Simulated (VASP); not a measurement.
Method: PBE GGA, VASP's PBE PAW potentials (set 64) (plane waves; VASP).

Input for VASP

**POSCAR**
```
Fe3N
1
    0.0000000000     2.9466660000     2.9466660000
    2.9466660000     0.0000000000     2.9466660000
    2.9466660000     2.9466660000     0.0000000000
N Fe
1 3
Direct
  0.0000000000   0.0000000000   0.0000000000
  0.5000000000   0.5000000000   0.5000000000
  0.2500000000   0.2500000000   0.2500000000
  0.7500000000   0.7500000000   0.7500000000
```

**KPOINTS**
```
Automatic mesh
0
Gamma
6 6 6
0 0 0
```

### INCAR
```
SYSTEM = Fe3N
PREC = Accurate
ENCUT = 520
EDIFF = 1E-6
NELM = 100
ALGO = Normal
LREAL = .FALSE.
LASPH = .TRUE.
ISMEAR = 0
SIGMA = 0.05
GGA = PE
LMAXMIX = 4
ISPIN = 2
MAGMOM = 0.0 4.0 4.0 4.0
LORBIT = 10
LWAVE = .FALSE.
LCHARG = .FALSE.
ISIF = 2
AMIX = 1.0
BMIX = 0.0001
IMIX = 1
```

POTCAR, in this order: N Fe (PBE.64 set). Program: vasp_std.

What VASP printed:

File OSZICAR:
```
       N       E                     dE             d eps       ncg     rms          rms(c)
DAV:   1     0.191034043386E+03    0.19103E+03   -0.12751E+04  1536   0.146E+03
DAV:   2    -0.144474755926E+02   -0.20548E+03   -0.19379E+03  1544   0.298E+02
DAV:   3    -0.321292328242E+02   -0.17682E+02   -0.15769E+02  2048   0.951E+01
DAV:   4    -0.327919478988E+02   -0.66272E+00   -0.65787E+00  1576   0.195E+01
DAV:   5    -0.328012287222E+02   -0.92808E-02   -0.92790E-02  1744   0.210E+00    0.198E+01
DAV:   6    -0.176240609222E+03   -0.14344E+03   -0.37713E+02  2072   0.359E+02    0.154E+02
DAV:   7    -0.103239764109E+04   -0.85616E+03   -0.11061E+04  2600   0.706E+02    0.227E+02
DAV:   8    -0.575832650498E+03    0.45656E+03   -0.25367E+04  2360   0.538E+02    0.858E+02
DAV:   9     0.814034964047E+03    0.13899E+04   -0.40589E+04  2376   0.916E+02    0.166E+03
```

**stdout**
```
 POSCAR found type information on POSCAR N Fe
 POSCAR found :  2 types and       4 ions
 Reading from existing POTCAR
 Reading from existing POTCAR
 LDA part: xc-table for (Slater+PW92), standard interpolation
 POSCAR, INCAR and KPOINTS ok, starting setup
 WAVECAR not read
 entering main loop
       N       E                     dE             d eps       ncg     rms          rms(c)
DAV:   1     0.191034043386E+03    0.19103E+03   -0.12751E+04  1536   0.146E+03
DAV:   2    -0.144474755926E+02   -0.20548E+03   -0.19379E+03  1544   0.298E+02
DAV:   3    -0.321292328242E+02   -0.17682E+02   -0.15769E+02  2048   0.951E+01
DAV:   4    -0.327919478988E+02   -0.66272E+00   -0.65787E+00  1576   0.195E+01
DAV:   5    -0.328012287222E+02   -0.92808E-02   -0.92790E-02  1744   0.210E+00    0.198E+01
DAV:   6    -0.176240609222E+03   -0.14344E+03   -0.37713E+02  2072   0.359E+02    0.154E+02
DAV:   7    -0.103239764109E+04   -0.85616E+03   -0.11061E+04  2600   0.706E+02    0.227E+02
DAV:   8    -0.575832650498E+03    0.45656E+03   -0.25367E+04  2360   0.538E+02    0.858E+02
DAV:   9     0.814034964047E+03    0.13899E+04   -0.40589E+04  2376   0.916E+02    0.166E+03

 -----------------------------------------------------------------------------
|                     _     ____    _    _    _____     _                     |
|                    | |   |  _ \  | |  | |  / ____|   | |                    |
|                    | |   | |_) | | |  | | | |  __    | |                    |
|                    |_|   |  _ <  | |  | | | | |_ |   |_|                    |
|                     _    | |_) | | |__| | | |__| |    _                     |
|                    (_)   |____/   \____/   \_____|   (_)                    |
|                                                                             |
|                                                                             |
|      internal error in RAD_INT: RHOPS /= RHOAE                              |
|                                                                             |
|     If you are not a developer, you should not encounter this problem.      |
|     Please submit a bug report.                                             |
|                                                                             |
 -----------------------------------------------------------------------------
```

VASP stops with an error: internal error in RAD_INT: RHOPS /= RHOAE If you are not a developer, you should not encounter this problem. Please submit a bug report.

The moments were started parallel, and other spin orders were not tried in this run.

The structure was generated: Fe3N was put into the D03 type (Fm-3m), which need not be its known phase. The cell was not relaxed at this level. The run is one of a series of settings (AMIX = 1.0, BMIX = 0.0001, IMIX = 1 against the base run), some of them coarse on purpose.
